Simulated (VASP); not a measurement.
OSZICAR of a VASP run on WSe2 (2H layered):

**OSZICAR**
```
...
DAV:   3    -0.475581404871E+02   -0.35404E+02   -0.34502E+02  1537   0.103E+02
DAV:   4    -0.483503027817E+02   -0.79216E+00   -0.78642E+00  1517   0.152E+01
DAV:   5    -0.483639678801E+02   -0.13665E-01   -0.13659E-01  1531   0.190E+00    0.393E+01
DAV:   6    -0.471306268590E+02    0.12333E+01   -0.41345E+00  1534   0.127E+01    0.167E+01
DAV:   7    -0.469123217847E+02    0.21831E+00   -0.23978E+00  1445   0.663E+00    0.484E+00
DAV:   8    -0.468089416418E+02    0.10338E+00   -0.56154E-01  1511   0.409E+00    0.137E+00
DAV:   9    -0.468083691520E+02    0.57249E-03   -0.38994E-02  1529   0.989E-01    0.778E-01
DAV:  10    -0.468063952101E+02    0.19739E-02   -0.16012E-02  1550   0.815E-01    0.204E-01
DAV:  11    -0.468063133451E+02    0.81865E-04   -0.11636E-03  1491   0.207E-01    0.672E-02
DAV:  12    -0.468063013176E+02    0.12028E-04   -0.84408E-05  1524   0.516E-02    0.219E-02
DAV:  13    -0.468063020856E+02   -0.76798E-06   -0.65389E-06  1314   0.147E-02
   1 F= -.20721165E+02 E0= -.20721153E+02  d E =-.207212E+02
       N       E                     dE             d eps       ncg     rms          rms(c)
DAV:   1    -0.530342787508E+02   -0.62280E+01   -0.37901E+02  1310   0.173E+02    0.646E+01
DAV:   2    -0.417999536220E+02    0.11234E+02   -0.44630E+01  1373   0.553E+01    0.173E+01
DAV:   3    -0.390674306198E+02    0.27325E+01   -0.61332E+00  1298   0.159E+01    0.547E+00
DAV:   4    -0.388387785043E+02    0.22865E+00   -0.84610E-01  1446   0.607E+00    0.565E+00
DAV:   5    -0.387507888656E+02    0.87990E-01   -0.16531E-01  1387   0.284E+00    0.185E+00
DAV:   6    -0.387304275054E+02    0.20361E-01   -0.65899E-02  1462   0.162E+00    0.463E-01
DAV:   7    -0.387303362303E+02    0.91275E-04   -0.68597E-03  1510   0.537E-01    0.269E-01
DAV:   8    -0.387303125080E+02    0.23722E-04   -0.48847E-04  1509   0.170E-01    0.926E-02
DAV:   9    -0.387303092372E+02    0.32708E-05   -0.42311E-05  1438   0.423E-02    0.536E-02
DAV:  10    -0.387303083644E+02    0.87286E-06   -0.37245E-06  1281   0.111E-02
   2 F= -.17768275E+02 E0= -.17767660E+02  d E =0.295289E+01
       N       E                     dE             d eps       ncg     rms          rms(c)
DAV:   1    -0.564655456410E+02   -0.17735E+02   -0.27998E+02  1348   0.169E+02    0.420E+01
DAV:   2    -0.487124770023E+02    0.77531E+01   -0.65983E+01  1419   0.546E+01    0.141E+01
DAV:   3    -0.464607780756E+02    0.22517E+01   -0.19066E+01  1402   0.194E+01    0.613E+00
DAV:   4    -0.459373302347E+02    0.52345E+00   -0.21121E+00  1380   0.102E+01    0.222E+00
DAV:   5    -0.459177435502E+02    0.19587E-01   -0.24835E-01  1683   0.274E+00    0.259E+00
DAV:   6    -0.459147324350E+02    0.30111E-02   -0.66736E-02  1453   0.173E+00    0.148E+00
DAV:   7    -0.459030822404E+02    0.11650E-01   -0.36653E-02  1359   0.133E+00    0.282E-01
DAV:   8    -0.459029452901E+02    0.13695E-03   -0.23365E-03  1611   0.327E-01    0.218E-01
DAV:   9    -0.459029576920E+02   -0.12402E-04   -0.51099E-04  1464   0.102E-01    0.106E-01
DAV:  10    -0.459029180256E+02    0.39666E-04   -0.23149E-04  1435   0.820E-02    0.201E-02
DAV:  11    -0.459029180713E+02   -0.45709E-07   -0.82509E-06  1349   0.143E-02
   3 F= -.20926204E+02 E0= -.20925715E+02  d E =-.205040E+00
       N       E                     dE             d eps       ncg     rms          rms(c)
DAV:   1    -0.458379721064E+02    0.64946E-01   -0.65337E-02  1324   0.237E+00    0.702E-01
DAV:   2    -0.458360085586E+02    0.19635E-02   -0.10624E-02  1418   0.735E-01    0.181E-01
DAV:   3    -0.458355549142E+02    0.45364E-03   -0.23862E-03  1396   0.223E-01    0.652E-02
DAV:   4    -0.458354640064E+02    0.90908E-04   -0.38176E-04  1455   0.131E-01    0.531E-02
DAV:   5    -0.458354574860E+02    0.65204E-05   -0.50848E-05  1517   0.455E-02    0.407E-02
DAV:   6    -0.458354531551E+02    0.43309E-05   -0.20644E-05  1312   0.238E-02    0.116E-02
DAV:   7    -0.458354527907E+02    0.36441E-06   -0.37134E-06  1081   0.151E-02
   4 F= -.20927170E+02 E0= -.20926612E+02  d E =-.206005E+00
       N       E                     dE             d eps       ncg     rms          rms(c)
DAV:   1    -0.456231649510E+02    0.21229E+00   -0.68915E+00  1347   0.175E+01    0.222E+00
DAV:   2    -0.455512347691E+02    0.71930E-01   -0.38734E-01  1436   0.431E+00    0.984E-01
DAV:   3    -0.455291149060E+02    0.22120E-01   -0.40409E-02  1431   0.122E+00    0.849E-01
DAV:   4    -0.455265450158E+02    0.25699E-02   -0.65725E-03  1435   0.495E-01    0.654E-01
DAV:   5    -0.455251603830E+02    0.13846E-02   -0.43969E-03  1405   0.342E-01    0.819E-02
DAV:   6    -0.455250022962E+02    0.15809E-03   -0.95973E-04  1469   0.219E-01    0.407E-02
DAV:   7    -0.455250007536E+02    0.15426E-05   -0.53273E-05  1450   0.460E-02    0.281E-02
DAV:   8    -0.455249996505E+02    0.11031E-05   -0.68213E-06  1317   0.165E-02    0.381E-03
DAV:   9    -0.455249996496E+02    0.89676E-09   -0.24034E-07   781   0.338E-03
   5 F= -.20985154E+02 E0= -.20984286E+02  d E =-.579840E-01
       N       E                     dE             d eps       ncg     rms          rms(c)
DAV:   1    -0.455575640912E+02   -0.32564E-01   -0.50443E-02  1332   0.150E+00    0.192E-01
DAV:   2    -0.455570435099E+02    0.52058E-03   -0.28595E-03  1423   0.371E-01    0.876E-02
DAV:   3    -0.455568849067E+02    0.15860E-03   -0.28020E-04  1438   0.101E-01    0.702E-02
DAV:   4    -0.455568620834E+02    0.22823E-04   -0.51277E-05  1413   0.445E-02    0.547E-02
DAV:   5    -0.455568529273E+02    0.91562E-05   -0.28798E-05  1419   0.276E-02    0.685E-03
DAV:   6    -0.455568515777E+02    0.13496E-05   -0.77012E-06  1438   0.193E-02    0.291E-03
DAV:   7    -0.455568515703E+02    0.74242E-08   -0.38062E-07   704   0.408E-03
   6 F= -.20985644E+02 E0= -.20984729E+02  d E =-.584748E-01
       N       E                     dE             d eps       ncg     rms          rms(c)
DAV:   1    -0.454389195659E+02    0.11793E+00   -0.16511E+00  1312   0.945E+00    0.145E+00
DAV:   2    -0.454099609718E+02    0.28959E-01   -0.27746E-01  1480   0.330E+00    0.685E-01
DAV:   3    -0.454029129338E+02    0.70480E-02   -0.25273E-02  1455   0.806E-01    0.289E-01
DAV:   4    -0.454007681895E+02    0.21447E-02   -0.60348E-03  1416   0.488E-01    0.139E-01
DAV:   5    -0.454007492503E+02    0.18939E-04   -0.38881E-04  1586   0.121E-01    0.945E-02
DAV:   6    -0.454007275539E+02    0.21696E-04   -0.85528E-05  1496   0.479E-02    0.269E-02
DAV:   7    -0.454007178625E+02    0.96915E-05   -0.42178E-05  1503   0.333E-02    0.657E-03
DAV:   8    -0.454007177336E+02    0.12892E-06   -0.98500E-07   816   0.624E-03
   7 F= -.20993466E+02 E0= -.20992859E+02  d E =-.782204E-02
       N       E                     dE             d eps       ncg     rms          rms(c)
DAV:   1    -0.454169873322E+02   -0.16269E-01   -0.15291E-02  1304   0.915E-01    0.142E-01
DAV:   2    -0.454167126132E+02    0.27472E-03   -0.26944E-03  1480   0.325E-01    0.679E-02
DAV:   3    -0.454166443903E+02    0.68223E-04   -0.25380E-04  1440   0.803E-02    0.286E-02
DAV:   4    -0.454166239608E+02    0.20430E-04   -0.54929E-05  1416   0.468E-02    0.142E-02
DAV:   5    -0.454166236619E+02    0.29886E-06   -0.37178E-06  1171   0.122E-02
   8 F= -.20993584E+02 E0= -.20992974E+02  d E =-.793989E-02
       N       E                     dE             d eps       ncg     rms          rms(c)
DAV:   1    -0.456467946920E+02   -0.23017E+00   -0.12736E+00  1275   0.893E+00    0.250E+00
DAV:   2    -0.456265920337E+02    0.20203E-01   -0.83256E-02  1426   0.210E+00    0.728E-01
DAV:   3    -0.456199486639E+02    0.66434E-02   -0.17503E-02  1419   0.777E-01    0.192E-01
DAV:   4    -0.456195072893E+02    0.44137E-03   -0.33119E-03  1475   0.347E-01    0.149E-01
DAV:   5    -0.456194159085E+02    0.91381E-04   -0.28737E-04  1512   0.977E-02    0.104E-01
DAV:   6    -0.456193854780E+02    0.30430E-04   -0.11723E-04  1465   0.597E-02    0.186E-02
DAV:   7    -0.456193830440E+02    0.24340E-05   -0.13152E-05  1469   0.267E-02    0.835E-03
DAV:   8    -0.456193830407E+02    0.32915E-08   -0.81773E-07   739   0.584E-03
   9 F= -.20987836E+02 E0= -.20987229E+02  d E =0.574833E-02
       N       E                     dE             d eps       ncg     rms          rms(c)
DAV:   1    -0.454927607849E+02    0.12662E+00   -0.63081E-01  1275   0.624E+00    0.178E+00
DAV:   2    -0.454827565937E+02    0.10004E-01   -0.40809E-02  1433   0.147E+00    0.512E-01
DAV:   3    -0.454794571957E+02    0.32994E-02   -0.83225E-03  1419   0.543E-01    0.139E-01
DAV:   4    -0.454792444081E+02    0.21279E-03   -0.15859E-03  1475   0.242E-01    0.109E-01
DAV:   5    -0.454791962029E+02    0.48205E-04   -0.15069E-04  1520   0.705E-02    0.735E-02
DAV:   6    -0.454791813510E+02    0.14852E-04   -0.59801E-05  1457   0.436E-02    0.113E-02
DAV:   7    -0.454791804884E+02    0.86266E-06   -0.51512E-06  1342   0.165E-02
  10 F= -.20994799E+02 E0= -.20994190E+02  d E =-.121482E-02
       N       E                     dE             d eps       ncg     rms          rms(c)
DAV:   1    -0.454942721799E+02   -0.15091E-01   -0.68965E-03  1345   0.599E-01    0.995E-02
DAV:   2    -0.454941758569E+02    0.96323E-04   -0.59619E-04  1439   0.174E-01    0.371E-02
DAV:   3    -0.454941511908E+02    0.24666E-04   -0.72076E-05  1485   0.432E-02    0.224E-02
DAV:   4    -0.454941466464E+02    0.45444E-05   -0.14121E-05  1384   0.250E-02    0.221E-02
DAV:   5    -0.454941454896E+02    0.11568E-05   -0.23975E-06   864   0.972E-03    0.380E-03
DAV:   6    -0.454941450562E+02    0.43342E-06   -0.16250E-06   758   0.796E-03
  11 F= -.20994869E+02 E0= -.20994256E+02  d E =-.700525E-04
```

### Question
Which electronic solver shows in the log?

### Answer
It is blocked Davidson (ALGO = Normal, or the opening steps of other solvers). The INCAR had ALGO = Normal.

### Question
Can the final energy be trusted as converged?

### Answer
Self-consistency was reached. It stopped with EDIFF = 1E-6, NELM = 100, NSW = 40 and EDIFFG = -0.02 after 11 ionic steps (LDA (Ceperley-Alder, Perdew-Zunger), plane waves, VASP's LDA PAW potentials (set 64)). Energy and stress use the plane-wave basis of the starting cell.

The compound is WSe2 in the 2H layered structure. This run relaxes it under an external pressure of 45 GPa. Symmetry was kept, so distortions that lower it aren't found. The k-mesh is coarse (spacing up to 0.30 per Å, 2π included), so the numbers may not be converged in it.
